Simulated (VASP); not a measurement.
A convergence study with VASP on Al (fcc): a few settings are varied, all else stays as given below, so the limit is that of these other settings.

```
CELL_PARAMETERS angstrom
      0.00000     2.02500     2.02500
      2.02500     0.00000     2.02500
      2.02500     2.02500     0.00000
ATOMIC_POSITIONS crystal
  Al 0.00000 0.00000 0.00000
```

Method: PBEsol GGA, VASP's PBE PAW potentials (set 64) (plane waves; VASP 6.6.1). The last row used: 550 eV cut-off, 23×23×23 Γ-centred mesh, second-order Methfessel-Paxton smearing of 0.40 eV, potentials Al.

| setting | E (eV/atom) | pressure (GPa) | irreducible k-points |
|---|---|---|---|
| ISMEAR = -1, SIGMA = 0.01, 8×8×8 mesh | -4.0823 | -1.87 | 29 |
| ISMEAR = -1, SIGMA = 0.1, 8×8×8 mesh | -4.0846 | -1.88 | 29 |
| ISMEAR = 0, SIGMA = 0.01, 8×8×8 mesh | -4.0821 | -1.87 | 29 |
| ISMEAR = 0, SIGMA = 0.1, 8×8×8 mesh | -4.0834 | -1.89 | 29 |
| ISMEAR = 1, SIGMA = 0.01, 8×8×8 mesh | -4.0820 | -1.87 | 29 |
| ISMEAR = 1, SIGMA = 0.2, 8×8×8 mesh | -4.0836 | -1.91 | 29 |
| ISMEAR = 2, SIGMA = 0.05, 8×8×8 mesh | -4.0822 | -1.85 | 29 |
| ISMEAR = 2, SIGMA = 0.2, 8×8×8 mesh | -4.0831 | -1.89 | 29 |
| ISMEAR = -1, SIGMA = 0.01, 17×17×17 mesh | -4.0912 | -1.98 | 165 |
| ISMEAR = -1, SIGMA = 0.2, 17×17×17 mesh | -4.0917 | -1.80 | 165 |
| ISMEAR = 0, SIGMA = 0.01, 17×17×17 mesh | -4.0911 | -1.96 | 165 |
| ISMEAR = 0, SIGMA = 0.2, 17×17×17 mesh | -4.0920 | -1.98 | 165 |
| ISMEAR = 1, SIGMA = 0.01, 17×17×17 mesh | -4.0911 | -1.95 | 165 |
| ISMEAR = 1, SIGMA = 0.4, 17×17×17 mesh | -4.0925 | -2.01 | 165 |
| ISMEAR = 2, SIGMA = 0.05, 17×17×17 mesh | -4.0912 | -1.98 | 165 |
| ISMEAR = 2, SIGMA = 0.4, 17×17×17 mesh | -4.0924 | -2.02 | 165 |
| ISMEAR = -1, SIGMA = 0.05, 23×23×23 mesh | -4.0887 | -1.97 | 364 |
| ISMEAR = -1, SIGMA = 0.2, 23×23×23 mesh | -4.0892 | -1.79 | 364 |
| ISMEAR = 0, SIGMA = 0.05, 23×23×23 mesh | -4.0889 | -2.01 | 364 |
| ISMEAR = 0, SIGMA = 0.2, 23×23×23 mesh | -4.0887 | -1.95 | 364 |
| ISMEAR = 1, SIGMA = 0.05, 23×23×23 mesh | -4.0889 | -2.04 | 364 |
| ISMEAR = 1, SIGMA = 0.4, 23×23×23 mesh | -4.0886 | -1.99 | 364 |
| ISMEAR = 2, SIGMA = 0.1, 23×23×23 mesh | -4.0889 | -2.02 | 364 |
| ISMEAR = 2, SIGMA = 0.4, 23×23×23 mesh | -4.0885 | -1.99 | 364 |

Left out are rungs that failed or repeat a setting and relaxations that didn't move; long series are thinned to 24 rows.

The compound is Al in the fcc structure. The cell was not relaxed at this level.
